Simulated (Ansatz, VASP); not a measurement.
# Cross-check of V3Pt between VASP and Ansatz

One calculation is typed for both programs; each brings its own data sets and cutoff. How far apart do they land?

Method: plane waves, with VASP 6.6.1 beside it; single point at PBEsol, DFT+U, in Ansatz 0.2.0.

In doubt: warnings of the run leave room for a lower electronic state, so energies may not be the lowest and differences between runs may mislead.

## 1. The structure

It takes space group Pm-3m (No. 221, cubic). Conventional cell: a = 3.918 Å, b = 3.918 Å, c = 3.918 Å, α = 90.00°, β = 90.00°, γ = 90.00°. Pt has 12 V at 2.77 Å nearest. V has 8 V at 2.77 Å and 4 Pt at 2.77 Å nearest. Nearest to V lie 4 Pt at 2.77 Å and 8 V at 2.77 Å. Farther neighbours are not listed.

As a file:

```cif
data_structure
_symmetry_space_group_name_H-M 'Pm-3m'
_symmetry_Int_Tables_number 221
_cell_length_a 3.9180
_cell_length_b 3.9180
_cell_length_c 3.9180
_cell_angle_alpha 90.000
_cell_angle_beta 90.000
_cell_angle_gamma 90.000
_cell_volume 60.14
loop_
_atom_site_label
_atom_site_type_symbol
_atom_site_symmetry_multiplicity
_atom_site_Wyckoff_symbol
_atom_site_fract_x
_atom_site_fract_y
_atom_site_fract_z
_atom_site_occupancy
Pt1 Pt 1 a 0.00000 0.00000 0.00000 1
V1 V 3 c 0.50000 0.50000 0.00000 1
```

## 2. Ansatz: single point, PBEsol, DFT+U

Ansatz runs on its default PAW (the set named soft_2) files.

A single point gives forces, pressure and levels at one fixed geometry, so differences don't come from the geometry; what else differs is listed under the comparison.

input.yaml reads:

```yaml
crystal:
  lattice:
    - [3.918, 0.0, 0.0]
    - [0.0, 3.918, 0.0]
    - [0.0, 0.0, 7.836]
  atoms:
    - { symbol: Pt, position: [0.0, 0.0, 0.0] }
    - { symbol: Pt, position: [0.0, 0.0, 0.5] }
    - { symbol: V, position: [0.5, 0.5, 0.0], spin: 2.0 }
    - { symbol: V, position: [0.5, 0.5, 0.5], spin: -2.0 }
    - { symbol: V, position: [0.5, 0.0, 0.25], spin: 2.0 }
    - { symbol: V, position: [0.5, 0.0, 0.75], spin: -2.0 }
    - { symbol: V, position: [0.0, 0.5, 0.25], spin: -2.0 }
    - { symbol: V, position: [0.0, 0.5, 0.75], spin: 2.0 }
hamiltonian:
  xc: pbesol
  pseudopotentials: { kind: paw }
  hubbard: { sites: [{ species: V, l: d, u_eff: 2.0 }] }
magnetization:
  spin_polarized: true
kpoints:
  mp_grid: { grid: [5, 5, 3] }
scf:
  occupations: { method: gaussian, width: 0.1 }
  n_extra_bands: 14
output:
  forces: true
  stress: true
  eigenvalues: true
```

Run with:

```
$ ansatz run input.yaml --threads 4 --pin off --max-ram 9216MiB --backend cpu --events-out ev --progress --plain --runs-dir out
```

Numbers of over 12 decimals in the logs are rounded to 6 here.

What it wrote:

```text
Pt: projections on atomic orbitals take those of the free atom [Kr 4d10 4f14] 5s2 5p6 5d9 6s1, of charge +0.00 (hamiltonian.pseudopotentials.projection_atoms); the dataset's partial waves leave at most 9.1e-5 of an orbital's norm unspanned inside its sphere
V: projections on atomic orbitals take those of the free atom [Ne] 3s2 3p6 3d3 4s2, of charge +0.00 (hamiltonian.pseudopotentials.projection_atoms); the dataset's partial waves leave at most 5.8e-7 of an orbital's norm unspanned inside its sphere
scf.n_extra_bands = 14 over 57 filled bands (N_el = 114.0): the run solves 71 bands
Engine: ansatz 0.2.0, aarch64-unknown-linux-gnu
Pseudopotentials: kind: paw
Pseudopotential: Pt, paw, valence charge 18, recommended cutoff 420 eV (normal), Pt.paw.azcp
Pseudopotential: V, paw, valence charge 13, recommended cutoff 420 eV (normal), V.paw.azcp
Functional definition: PBEsol
  exchange = pbesol_x
  correlation = pbesol_c
Crystal: 8 atoms, lattice volume = 120.288 Å³
Basis set: ecut = 420 eV, 2355 PW (Γ), exchange–correlation on 54×54×108 points (8 copies of the dense FFT grid, shifted against one another)
Bands: 71, of which v1, the nominal top of the filled ones, is band 57 counted from 1 (56 counted from 0)
Symmetry: 8 space group operations
Space group: P-4m2 (ITA 115), of the structure as read, at distance tolerance 4.9e-5 Å
Magnetic group: BNS 115.288 (UNI 948), of the structure as read, at distance tolerance 4.9e-5 Å
k-points: 12 of 75 (time reversal used)
Non-local potential: Pt, projectors of the file, l = 0: 3, l = 1: 2, l = 2: 2, l = 3: 1
Non-local potential: V, projectors of the file, l = 0: 3, l = 1: 2, l = 2: 3, l = 3: 1
PAW form: soft (Blöchl's): semilocal exchange-correlation on the pseudo side does not see the compensation charge
PAW frozen core: Pt, regenerated for the run's functional, and the local potential with it (the file was generated under x = pbe(κ = 0.804, μ = 0.219515), c = pbe(β = 0.066725))
PAW frozen core: V, regenerated for the run's functional, and the local potential with it (the file was generated under x = pbe(κ = 0.804, μ = 0.219515), c = pbe(β = 0.066725))
PAW one-centre angular grid: Pt, 590 points (default); XC on 64 Gauss nodes
PAW one-centre angular grid: V, 590 points (default); XC on 64 Gauss nodes
Initial density: superposition of atomic densities (chi_scale 0.1, normalization cell, long waves kept (reshape's long-wave potential 0.00 eV rms))
Starting moments: Σ|m| = 12 μB on 6 of 8 sites
Starting magnetic order: antiferromagnet; a translation exchanges its spin sublattices: spin-degenerate at every k-point
Initial wavefunctions: pseudopotential atomic-orbital guess
Functional: x = pbesol(κ = 0.804, μ = 0.123457), c = pbesol(β = 0.046)
SCF iter   1: F=—  HF=-42087.217500 eV  |F-HF|=—  |Δ(HF+E_count)|=         —  Δρ=1.60e-1 (↑1.60e-1 ↓1.60e-1)  dr2=2.55e2  dr2_m=3.37e-1  M=0.000 μB ∫|m|=13.199 μB  β_m=1.00  ethr=3.10e-3  ⟨swp⟩=4.0  Hψ=2492  notcnv=0
preconditioner: auto → Kerker (q_TF=auto, 2.704 Å⁻¹)  [metal: Δε(μ)=0.016 eV  Ē_g=3.708 eV  σ=0.100 eV  W_gap=0.09  n_scr=38 (ndim 8)  ℏωp=23.9 eV  f_vac=0.000  D(μ)=10.60/eV (n_scr^D=140)]
spin=Collinear: Kerker preconditioning applied to the charge; magnetization (m = ρ↑ − ρ↓) channel mixes plain (no charge-response kernel on spin).
SCF iter   2: F=—  HF=-42068.549918 eV  |F-HF|=—  |Δ(HF+E_count)|=    1.87e1  Δρ=5.01e-2 (↑5.01e-2 ↓5.01e-2)  dr2=6.90e0  dr2_m=1.01e0  M=0.000 μB ∫|m|=10.831 μB  β_m=0.30  ethr=3.10e-3  ⟨swp⟩=4.0  Hψ=2108  notcnv=0  defer=72
SCF iter   3: F=—  HF=-42067.761625 eV  |F-HF|=—  |Δ(HF+E_count)|=   7.88e-1  Δρ=2.67e-2 (↑2.67e-2 ↓2.67e-2)  dr2=2.10e0  dr2_m=2.75e-1  M=0.000 μB ∫|m|=11.307 μB  β_m=0.30  ethr=3.10e-3  ⟨swp⟩=2.5  Hψ=1498  notcnv=0  defer=69
SCF iter   4: F=—  HF=-42067.676846 eV  |F-HF|=—  |Δ(HF+E_count)|=   8.48e-2  Δρ=1.62e-2 (↑1.62e-2 ↓1.62e-2)  dr2=9.13e-1  dr2_m=9.88e-2  M=0.000 μB ∫|m|=11.643 μB  β_m=0.30  ethr=1.84e-3  ⟨swp⟩=2.2  Hψ=1031  notcnv=0  defer=69
SCF iter   5: F=—  HF=-42067.728652 eV  |F-HF|=—  |Δ(HF+E_count)|=   5.18e-2  Δρ=9.54e-3 (↑9.54e-3 ↓9.54e-3)  dr2=1.78e-1  dr2_m=5.14e-2  M=0.000 μB ∫|m|=12.049 μB  β_m=1.00  ethr=8.01e-4  ⟨swp⟩=3.0  Hψ=1321  notcnv=0  defer=68
SCF iter   6: F=—  HF=-42067.833234 eV  |F-HF|=—  |Δ(HF+E_count)|=   1.05e-1  Δρ=5.79e-3 (↑5.79e-3 ↓5.79e-3)  dr2=1.53e-1  dr2_m=7.32e-3  M=0.000 μB ∫|m|=12.038 μB  β_m=0.30  ethr=1.57e-4  ⟨swp⟩=2.0  Hψ=1519  notcnv=0  defer=68
SCF iter   7: F=—  HF=-42067.863363 eV  |F-HF|=—  |Δ(HF+E_count)|=   3.01e-2  Δρ=3.08e-3 (↑3.08e-3 ↓3.08e-3)  dr2=6.76e-3  dr2_m=8.35e-3  M=0.000 μB ∫|m|=12.246 μB  β_m=1.00  ethr=1.34e-4  ⟨swp⟩=2.2  Hψ=1208  notcnv=0  defer=63
SCF iter   8: F=—  HF=-42067.912919 eV  |F-HF|=—  |Δ(HF+E_count)|=   4.96e-2  Δρ=1.97e-3 (↑1.97e-3 ↓1.97e-3)  dr2=1.09e-2  dr2_m=2.32e-3  M=0.000 μB ∫|m|=12.351 μB  β_m=1.00  ethr=5.93e-6  ⟨swp⟩=2.0  Hψ=1483  notcnv=0  defer=63
SCF iter   9: F=—  HF=-42067.945363 eV  |F-HF|=—  |Δ(HF+E_count)|=   3.24e-2  Δρ=1.18e-3 (↑1.18e-3 ↓1.18e-3)  dr2=4.62e-3  dr2_m=5.51e-4  M=0.000 μB ∫|m|=12.365 μB  β_m=1.00  ethr=5.93e-6  ⟨swp⟩=2.0  Hψ=1264  notcnv=0  defer=63
SCF iter  10: F=—  HF=-42067.971571 eV  |F-HF|=—  |Δ(HF+E_count)|=   2.62e-2  Δρ=1.29e-3 (↑1.29e-3 ↓1.29e-3)  dr2=1.16e-3  dr2_m=1.32e-3  M=0.000 μB ∫|m|=12.424 μB  β_m=1.00  ethr=4.06e-6  ⟨swp⟩=2.1  Hψ=1156  notcnv=0  defer=63
[...]
spin-set hold released at iteration 12 (site moments contracting): the magnetisation degrees of freedom join the quasi-Newton model from the next iteration; the mixer history was flushed
[...]
SCF iter  16: F=—  HF=-42068.046318 eV  |F-HF|=—  |Δ(HF+E_count)|=   8.99e-3  Δρ=8.93e-4 (↑8.93e-4 ↓8.93e-4)  dr2=2.18e-3  dr2_m=4.32e-4  M=0.000 μB ∫|m|=12.515 μB  β_m=0.89  ethr=4.95e-7  ⟨swp⟩=2.9  Hψ=1556  notcnv=0  defer=63
SCF iter  17: F=—  HF=-42068.047237 eV  |F-HF|=—  |Δ(HF+E_count)|=   9.18e-4  Δρ=4.47e-4 (↑4.47e-4 ↓4.47e-4)  dr2=2.18e-4  dr2_m=1.26e-4  M=0.000 μB ∫|m|=12.505 μB  β_m=0.94  ethr=4.95e-7  ⟨swp⟩=2.0  Hψ=1436  notcnv=0  defer=65
SCF iter  18: F=—  HF=-42068.048736 eV  |F-HF|=—  |Δ(HF+E_count)|=   1.50e-3  Δρ=1.15e-4 (↑1.15e-4 ↓1.15e-4)  dr2=1.07e-5  dr2_m=9.61e-6  M=0.000 μB ∫|m|=12.446 μB  β_m=0.97  ethr=1.91e-7  ⟨swp⟩=3.0  Hψ=1510  notcnv=0  defer=65
SCF iter  19: F=—  HF=-42068.048780 eV  |F-HF|=—  |Δ(HF+E_count)|=   4.43e-5  Δρ=7.42e-5 (↑7.42e-5 ↓7.42e-5)  dr2=5.86e-6  dr2_m=4.11e-6  M=0.000 μB ∫|m|=12.436 μB  β_m=0.99  ethr=9.38e-9  ⟨swp⟩=2.1  Hψ=1487  notcnv=0  defer=66
SCF iter  20: F=—  HF=-42068.048799 eV  |F-HF|=—  |Δ(HF+E_count)|=   1.92e-5  Δρ=5.15e-5 (↑5.15e-5 ↓5.15e-5)  dr2=7.00e-6  dr2_m=1.32e-6  M=0.000 μB ∫|m|=12.432 μB  β_m=0.99  ethr=5.14e-9  ⟨swp⟩=2.1  Hψ=1425  notcnv=0  defer=66
SCF iter  21: F=—  HF=-42068.048805 eV  |F-HF|=—  |Δ(HF+E_count)|=   5.97e-6  Δρ=4.82e-5 (↑4.82e-5 ↓4.82e-5)  dr2=6.86e-6  dr2_m=1.27e-6  M=0.000 μB ∫|m|=12.430 μB  β_m=1.00  ethr=5.14e-9  ⟨swp⟩=2.0  Hψ=1416  notcnv=0  defer=66
SCF iter  22: F=—  HF=-42068.048809 eV  |F-HF|=—  |Δ(HF+E_count)|=   3.95e-6  Δρ=3.67e-5 (↑3.67e-5 ↓3.67e-5)  dr2=3.69e-6  dr2_m=7.86e-7  M=0.000 μB ∫|m|=12.431 μB  β_m=1.00  ethr=5.14e-9  ⟨swp⟩=2.0  Hψ=1419  notcnv=0  defer=66
SCF iter  23: F=—  HF=-42068.048811 eV  |F-HF|=—  |Δ(HF+E_count)|=   1.56e-6  Δρ=2.62e-5 (↑2.62e-5 ↓2.62e-5)  dr2=3.54e-6  dr2_m=1.50e-7  M=0.000 μB ∫|m|=12.432 μB  β_m=0.90  ethr=3.24e-9  ⟨swp⟩=2.2  Hψ=1462  notcnv=0  defer=66
SCF iter  24: F=—  HF=-42068.048811 eV  |F-HF|=—  |Δ(HF+E_count)|=   1.27e-7  Δρ=1.24e-5 (↑1.24e-5 ↓1.24e-5)  dr2=4.34e-7  dr2_m=7.94e-8  M=0.000 μB ∫|m|=12.432 μB  β_m=0.95  ethr=3.11e-9  ⟨swp⟩=2.0  Hψ=976  notcnv=0  defer=66
SCF iter  25: F=-42068.048811 eV  HF=-42068.048811 eV  |F-HF|=7.08e-9  |Δ(HF+E_count)|=   7.22e-8  Δρ=4.28e-6 (↑4.28e-6 ↓4.28e-6)  dr2=2.67e-8  dr2_m=1.24e-8  M=0.000 μB ∫|m|=12.432 μB  ethr=8.77e-11  ⟨swp⟩=8.7  Hψ=3427  notcnv=0
SCF 1 converged in 25 iterations: F = -42068.048811 eV  dr2 = 2.67e-8
  greatest PAW one-centre occupation: 1.000 electrons in one spin orbital (limit 2), on the Pt atom at site 1 (counted from 0), in its partial waves of l = 0
WARN: an SCF from ferrimagnetic starting moments (0.00, 0.00, -2.00, -2.00, 2.00, 2.00, 2.00, 2.00 Bohr magnetons, atom by atom) was not made, by what the run has read of turns of its moments that order reads lower: the deck asks for what bars it, or types moments that do (magnetization.spin_polarized, in the input reference, names some of the keys), or the run goes by scf.lower_state_search: light, the default, which as a rule tries one only behind a close that has lost an order of both signs, or on which an open d or half-filled 4f shell of a PAW file has lost a moment that was set nearer to Hund's than to what is left; [rest of the remark cut]
SCF converged after 25 iterations
Magnetization: 0.0000 μB (57.0000 up, 57.0000 down)
Absolute magnetization: 12.4399 μB (∫|ρ↑−ρ↓|, with the PAW one-centre terms)
Spin contamination: 5.5093 ħ² per cell (⟨S²⟩ above its minimum at these occupations)
Per-site moments (μB) at R_I (Å): [(0.024590, 1.142808), (-0.024590, 1.142808), (1.873783, 1.142808), (-1.873783, 1.142808), (1.872438, 1.142808), (-1.872438, 1.142808), (-1.872438, 1.142808), (1.872438, 1.142808)]
Free energy (F): -42068.048811 eV
Harris-Foulkes:  -42068.048811 eV  (|F-HF|=7.08e-9)
Internal energy: -42068.002198 eV  (E = F + TS)
E sigma→0 (E₀):  -42068.025504 eV
Entropy (-TS):   -0.046612 eV (-5.827 meV/atom)
Fermi energy:    17.175631 eV
--- Per-component energies (eV) ---
  E_band       = -1339.736527
  E_kinetic    = 3281.147874
  E_local      = -9029.756815  (includes V_loc(G=0)·N_el)
  E_nonlocal   = 148.248239
  E_hartree    = 3812.373190
  E_xc         = -1293.648030
  E_vxc        = -1588.549210  (∫ρ·V_xc dr)
  E_hubbard    = 10.349501  (on-site DFT+U / exact-exchange correction)
  E_vhub       = -2.647101  (the Hubbard potential's part of the band-sum identity)
  E_paw        = -25155.965779  (= ΣΔE_a)
  E_vpaw       = -1772.942180  (= ΣTr[D̂ρ^β])
  E_aug_tail   = 0.001940  (compensation charges beyond the density's cutoff)
  E_ewald      = -13842.224355
  E_core_change = 1.472037  (= ΣΔE_core)
  E_smearing   = -0.046612  (= −TS)
  E_closure    = -0.000000  (closes the sum)
  Σ components = -42068.048811   (vs F -42068.048811, Δ=0.00e0)
--- Forces (eV/Å), atoms counted from 1 ---
  atom   1  Pt    -0.00000000     0.00000000     0.00000000
  atom   2  Pt    -0.00000000     0.00000000     0.00000000
  atom   3  V      0.00000000     0.00000000     0.00000000
  atom   4  V      0.00000000     0.00000000     0.00000000
  atom   5  V     -0.00000000     0.00000000    -0.12773644
  atom   6  V     -0.00000000     0.00000000    -0.12773644
  atom   7  V     -0.00000000     0.00000000     0.12773644
  atom   8  V      0.00000000     0.00000000     0.12773644
  max |Σ_I F_I| component: 1.76e-17 eV/Å
--- Stress (GPa, compression-positive) ---
       -4.409173       0.000000       0.000000
        0.000000      -4.409173       0.000000
        0.000000       0.000000      -3.715476
  P = ⅓ Tr σ = -4.1779 GPa (-41.779 kbar)
--- Band table (eV; the first three rows and the last of 24) ---
  k-point 0 ↑: bands = [... 53 lower, 17.3995, 17.4064, 17.4064, 17.6414, 17.7386, 18.2599, 18.6677, 18.8238, ... 10 higher]
  k-point 1 ↑: bands = [... 53 lower, 17.0734, 17.0734, 17.3326, 17.4976, 17.8272, 18.4063, 18.5152, 18.6674, ... 10 higher]
  k-point 2 ↑: bands = [... 53 lower, 16.8407, 17.2707, 17.2813, 17.5939, 17.7473, 17.7919, 18.0408, 18.1712, ... 10 higher]
  k-point 11 ↓: bands = [... 53 lower, 16.3390, 16.3820, 16.5132, 16.7273, 16.8509, 17.0818, 17.1594, 17.4707, ... 10 higher]
Occupation matrices written to <dir>
```

Elapsed: 11 s, on 4 threads of Arm Neoverse V1, shared host; peak memory 0.63 GiB.

Reading the cycles: dr2 is the Hartree energy of the density residual (eV), the measure of convergence; HF is the Harris–Foulkes estimate of the energy, which meets the free energy F at convergence.

The run ends at a pressure of -4.18 GPa, with forces up to 0.13 eV/Å.

(Part 1 of 2 ends here.)

[Lines on the potential files, build, host, timing and source positions are cut from VASP's logs without a mark.]

[Logs are printed without paths, hosts, clocks, repeated set-up lines and the standing remarks that a program may print on its own settings, such as how far it seeks lower states.]

[Hosts, paths, dates, database ids (printed as entryN), source tags and the programs' standing remarks are cut or masked in the printed files.]
